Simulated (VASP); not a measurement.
Given:

```xyz
2
Lattice="1.4526 -2.5410 0.0000 1.4526 2.5410 0.0000 0.0000 0.0000 2.7687" Properties=species:S:1:pos:R:3 pbc="T T T"
W      0.0000     0.0000     0.0000
C      1.5268     0.8470     1.3843
```

The numbers are results of PBE GGA + U (Dudarev), VASP's PBE PAW potentials (set 64) (plane waves; VASP), not measurements. Run with 520 eV cut-off, 13×13×12 Γ-centred mesh, first-order Methfessel-Paxton smearing of 0.10 eV, potentials W_sv C, U − J: W 4.00 eV.

Unless said otherwise, spin-orbit coupling is left out, though it shifts the bands of the heavy elements here.

### Question
Estimate the energy per atom (σ→0), pressure, largest force, band gap (on the k-mesh) with the smallest direct gap where there is one.

### Answer

| Property | Value |
|---|---|
| band gap (on the k-mesh) | none (metal, semimetal or under 0.01 eV) |
| energy per atom (σ→0) | -8.917 eV/atom |
| pressure | 24.93 GPa |
| largest force | 1.297 eV/Å |

Total energies compare only between runs with the same potentials, cut-off and functional.

The compound is WC in the wc structure. The cell was not relaxed at this level, atoms are displaced from their ideal sites. The run is one of a series of settings (LDAU = .TRUE., LDAUJ = 0 0, LDAUL = 2 -1, LDAUTYPE = 2, LDAUU = 4.0 0 against the base run), some of them coarse on purpose.
